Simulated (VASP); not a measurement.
Crystal: Pt.

```
CELL_PARAMETERS angstrom
0.00000 1.96090 1.96090
1.96090 0.00000 1.96090
1.96090 1.96090 0.00000
ATOMIC_POSITIONS crystal
Pt 0.00000 0.00000 0.00000
```

| Quantity | Value |
| --- | --- |
| Program | VASP 6.6.1 |
| Task | relaxation of cell and atoms |
| Functional | PBE |
| Potentials or basis | VASP PAW PBE potentials, release 64 (Pt) |
| Cutoff | 520 eV |
| k mesh | 18 × 18 × 18 |
| Occupations | gaussian, width 0.3 eV |
| Spin | no spin polarisation |

At the start: pressure 10.1 GPa; volume 15.08 Å³/atom.

Task: Where does the relaxation end?

Result: Over 17 steps the energy falls by 17.1 meV/atom and the volume is 15.65 Å³/atom (+3.8 %); space group Fm-3m (No. 225, to 0.05 Å).

The path:
```csv
step,energy change (eV),largest force (eV/Å),pressure (GPa),volume (Å³)
1,0.0000,0.0000,10.07,15.08
2,0.0841,0.0000,-18.22,17.24
3,-0.0171,0.0000,-0.35,15.67
4,-0.0171,0.0000,-0.03,15.65
5,-0.0171,0.0000,0.16,15.64
6,-0.0171,0.0000,0.16,15.64
7,-0.0171,0.0000,0.13,15.64
8,-0.0171,0.0000,0.13,15.64
9,-0.0171,0.0000,0.13,15.64
10,-0.0171,0.0000,0.13,15.64
11,-0.0171,0.0000,0.13,15.64
12,-0.0171,0.0000,0.13,15.64
13,-0.0171,0.0000,0.11,15.64
14,-0.0171,0.0000,0.08,15.64
15,-0.0171,0.0000,0.04,15.64
16,-0.0171,0.0000,-0.06,15.65
17,-0.0171,0.0000,0.00,15.65
```

Final structure:
```
Pt
1.0
     0.00000    1.98520    1.98520
     1.98520    0.00000    1.98520
     1.98520    1.98520    0.00000
Pt
1
Direct
  0.00000 0.00000 0.00000
```
